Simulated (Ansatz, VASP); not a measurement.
Two plane-wave programs on Sc3Te

```
CELL_PARAMETERS angstrom
0.00000 3.56950 3.56950
3.56950 0.00000 3.56950
3.56950 3.56950 0.00000
ATOMIC_POSITIONS crystal
Sc 0.25000 0.25000 0.25000
Sc 0.75000 0.75000 0.75000
Sc 0.50000 0.50000 0.50000
Te 0.00000 0.00000 0.00000
```

The cell was built by a generator and needn't be a form met in nature.

Alike in both runs: task single point; functional PBE; k mesh 7 × 7 × 7; occupations fermi-dirac, width 0.05 eV; no spin polarisation.

|  | VASP | Ansatz |
| --- | --- | --- |
| version | VASP 6.6.1 | Ansatz 0.2.0 |
| potentials or method | VASP PAW PBE potentials, release 64 (Sc_sv, Te) | Ansatz PAW |
| plane-wave cutoff (eV) | 520 | 420 |
| valence electrons in the cell | 39 | 49 |

|  | VASP | Ansatz | Ansatz less VASP |
| --- | --- | --- | --- |
| gap on the k mesh at the Fermi level (eV) | none | none | - |
| pressure (GPa) | 0.1 | 0.1 | -0.06 |

A gap of «none» marks a metal or a gap that the smearing closes. With one functional, cell and mesh, what is left measures potentials, basis and numerics. The two sets of potentials don't hold the same shells in valence.

Spin-orbit coupling is left out, which matters for the levels of Te.
